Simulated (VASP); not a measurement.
Method: PBEsol GGA, VASP's PBE PAW potentials (set 64) (plane waves; VASP).

VASP input:

File KPOINTS:
```
Automatic
0
gamma
 7 7 7
```

### INCAR
```
SYSTEM=SrTe
PREC=Accurate; ENCUT=500; LREAL=F
LASPH=T
EDIFF=1E-6; NELM=100; ALGO=Normal
LMAXMIX=4
ISMEAR=0; SIGMA=0.05
GGA=PS
IBRION=2; NSW=40; ISIF=3
EDIFFG=-0.02; PSTRESS=450
LWAVE=F; LCHARG=F
```

POSCAR:
```
SrTe
1
    0.0000000000     3.1260980184     3.1260980184
    3.1260980184     0.0000000000     3.1260980184
    3.1260980184     3.1260980184     0.0000000000
Sr Te
1 1
Direct
  0.0000000000   0.0000000000   0.0000000000
  0.2500000000   0.2500000000   0.2500000000
```

POTCAR, in this order: Sr_sv Te (PBE.64 set). Program: vasp_std.

### Question
What will the output report for the number of irreducible k-points (NKPTS), largest plane-wave count, number of space-group operations, FFT grid (NGX, NGY, NGZ)?

### Answer

The number of irreducible k-points (NKPTS) is 20. The largest plane-wave count comes out as 1564. The number of space-group operations is 24 and the FFT grid (NGX, NGY, NGZ) comes out as 32 × 32 × 32.

The structure was generated: SrTe was put into the zinc blende type (F-43m), which need not be its known phase. This run relaxes it under an external pressure of 45 GPa. Symmetry was kept, so distortions that lower it aren't found.
